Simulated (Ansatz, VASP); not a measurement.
# Zn3BH4: VASP beside Ansatz

Contents of INCAR:

```
SYSTEM = Zn3BH4
PREC = Accurate
ENCUT = 520
EDIFF = 1E-7
ISMEAR = 0
SIGMA = 0.1
LREAL = .False.
LASPH = .True.
NELM = 100
ALGO = Normal
ISIF = 2
LWAVE = .False.
LCHARG = .False.
GGA = PE
NBANDS = 32
```

The input KPOINTS:

```
regular mesh
0
Gamma
  8 8 8
  0 0 0
```

POSCAR

```
Zn3BH4
1.0
    4.5846351681      0.0000000000      0.0000000000
    0.0000000000      4.5846351681      0.0000000000
    0.0000000000      0.0000000000      4.5846351681
Zn B H
3 1 4
Direct
    0.0000000000      0.0000000000      0.5000000000
    0.0000000000      0.5000000000      0.0000000000
    0.5000000000      0.0000000000      0.0000000000
    0.5000000000      0.5000000000      0.5000000000
    0.6552105202      0.6552105202      0.3447894798
    0.6552105202      0.3447894798      0.6552105202
    0.3447894798      0.6552105202      0.6552105202
    0.3447894798      0.3447894798      0.3447894798
```

Input for Ansatz:

```yaml
crystal:
  lattice:
    - [4.5846351681, 0.0, 0.0]
    - [0.0, 4.5846351681, 0.0]
    - [0.0, 0.0, 4.5846351681]
  atoms:
    - { symbol: Zn, position: [0.0, 0.0, 0.5] }
    - { symbol: Zn, position: [0.0, 0.5, 0.0] }
    - { symbol: Zn, position: [0.5, 0.0, 0.0] }
    - { symbol: B, position: [0.5, 0.5, 0.5] }
    - { symbol: H, position: [0.6552105202, 0.6552105202, 0.3447894798] }
    - { symbol: H, position: [0.6552105202, 0.3447894798, 0.6552105202] }
    - { symbol: H, position: [0.3447894798, 0.6552105202, 0.6552105202] }
    - { symbol: H, position: [0.3447894798, 0.3447894798, 0.3447894798] }
basis:
  ecutwfc: 420
kpoints:
  mp_grid: { grid: [8, 8, 8] }
  band_path:
    path:
      - [[0.0, 0.0, 0.0], [0.0, 0.5, 0.0], [0.5, 0.5, 0.0], [0.0, 0.0, 0.0], [0.5, 0.5, 0.5], [0.0, 0.5, 0.0]]
      - [[0.5, 0.5, 0.5], [0.5, 0.5, 0.0]]
    npoints: 14
hamiltonian:
  xc: pbe
scf:
  occupations: { method: gaussian, width: 0.1 }
  n_extra_bands: 20
output:
  forces: true
  stress: true
  eigenvalues: true
  populations: true
  dos: { projected: true, de: 0.02, nscf_kmesh: { grid: [10, 10, 10] } }
  bader: true
  write_density: true
  write_potential: true
  elf: true
  volumetric_format: npy
```

The cell was built by a generator and needn't be a form met in nature.

Alike in both runs: task single point; functional PBE; k mesh 8 × 8 × 8; occupations gaussian, width 0.1 eV; no spin polarisation.

|  | VASP | Ansatz |
| --- | --- | --- |
| version | VASP 6.6.1 | Ansatz 0.2.0 |
| potentials or method | VASP PAW PBE potentials, release 64 (Zn, B, H) | scalar-relativistic, plane waves, PAW |
| plane-wave cutoff (eV) | 520 | 420 |
| valence electrons in the cell | 43 | 43 |

```tsv
	VASP	Ansatz	Ansatz less VASP
gap on the k mesh at the Fermi level (eV)	none	none	-
pressure (GPa)	0.0	0.0	+0.04
rms of the force components (eV/Å)	0.004	0.001	-0.0031
```

Atom by atom the forces differ by 0.003 eV/Å (rms over components). A gap of «none» marks a metal or a gap that the smearing closes.
